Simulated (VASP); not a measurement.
An input for Ansatz (written as the equivalent of a VASP run, and not itself run):

Ansatz 0.2 input:
```yaml
crystal:
  lattice:
    - [0.0000000, 2.4481738, 2.4481738]
    - [2.4481738, 0.0000000, 2.4481738]
    - [2.4481738, 2.4481738, 0.0000000]
  atoms:
    - { symbol: Y, position: [0.0000000, 0.0000000, 0.0000000] }
    - { symbol: N, position: [0.5204234, 0.4795766, 0.5204234] }
kpoints:
  mp_grid: { grid: [8, 8, 8] }
hamiltonian:
  xc: r2scan
  pseudopotentials: { kind: paw }
scf:
  occupations: { method: gaussian, width: 0.05 }
  max_iter: 100
output: { forces: true, stress: true, eigenvalues: true }
```

Write the VASP files for the same calculation (r2SCAN).

Several could match; the one computed here: 
### POSCAR
```
YN
1
   -0.0000000000     2.4481738327     2.4481738327
    2.4481738327     0.0000000000     2.4481738327
    2.4481738327     2.4481738327     0.0000000000
Y N
1 1
Direct
  0.0000000000   0.0000000000   0.0000000000
  0.5204233863   0.4795766137   0.5204233863
```

KPOINTS:
```
Automatic mesh
0
Gamma
8 8 8
0 0 0
```

**INCAR**
```
SYSTEM = YN
PREC = Accurate
ENCUT = 600
EDIFF = 1E-7
NELM = 100
ALGO = Normal
LREAL = .FALSE.
LASPH = .TRUE.
ISMEAR = 0
SIGMA = 0.05
METAGGA = R2SCAN
LMIXTAU = .TRUE.
LMAXMIX = 4
LWAVE = .FALSE.
LCHARG = .FALSE.
ISIF = 2
```

POTCAR, in this order: Y_sv N (PBE.64 set). Program: vasp_std.

Limits of the translation: each code has its own PAW files, so the cut-off isn't converted (ENCUT is set for VASP's; basis.ecutwfc is left out, and Ansatz then takes the one that its files recommend); Ansatz stops its SCF on the density residual and VASP on the energy change (EDIFF).

The compound is YN in the rock salt structure. This cell was strained or had an atom moved on purpose.
